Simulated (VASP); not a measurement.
An input for Ansatz (written as the equivalent of a VASP run, and not itself run):

Ansatz 0.2 input:
```yaml
crystal:
  lattice:
    - [0.0000000, 2.8290000, 2.8290000]
    - [2.8290000, 0.0000000, 2.8290000]
    - [2.8290000, 2.8290000, 0.0000000]
  atoms:
    - { symbol: Ge, position: [0.5000000, 0.5000000, 0.5000000] }
    - { symbol: Ge, position: [0.7500000, 0.7500000, 0.7500000] }
kpoints:
  mp_grid: { grid: [7, 7, 7] }
hamiltonian:
  xc: r2scan
  pseudopotentials: { kind: paw }
scf:
  occupations: { method: gaussian, width: 0.05 }
  max_iter: 100
relax:
  max_steps: 60
  f_tol: 0.01
  cell: {}
output: { forces: true, stress: true, eigenvalues: true }
```

Question: Translate this input to VASP (INCAR, KPOINTS, POSCAR, choice of POTCAR).

Answer: This is not unique; one that fits is 
**KPOINTS**
```
kpoints
0
gamma
 7 7 7
```

INCAR:
```
ALGO=Normal
EDIFF=1E-6
EDIFFG=-0.01
ENCUT=480
IBRION=2
ISIF=3
ISMEAR=0
LASPH=.True.
LCHARG=.False.
LMAXMIX=4
LMIXTAU=.True.
LREAL=.False.
LWAVE=.False.
METAGGA=R2SCAN
NELM=100
NSW=60
PREC=Accurate
SIGMA=0.05
SYSTEM=Ge
```

### POSCAR
```
Ge
1
    0.0000000000     2.8290000000     2.8290000000
    2.8290000000     0.0000000000     2.8290000000
    2.8290000000     2.8290000000     0.0000000000
Ge
2
Direct
  0.5000000000   0.5000000000   0.5000000000
  0.7500000000   0.7500000000   0.7500000000
```

POTCAR, in this order: Ge_d (PBE.64 set). Program: vasp_std.

What does not carry over: each code has its own PAW files, so the cut-off isn't converted (ENCUT is set for VASP's; basis.ecutwfc is left out, and Ansatz then takes the one that its files recommend); Ansatz stops its SCF on the density residual and VASP on the energy change (EDIFF).

The compound is Ge in the diamond structure. This run relaxes it. Symmetry was kept, so distortions that lower it aren't found.
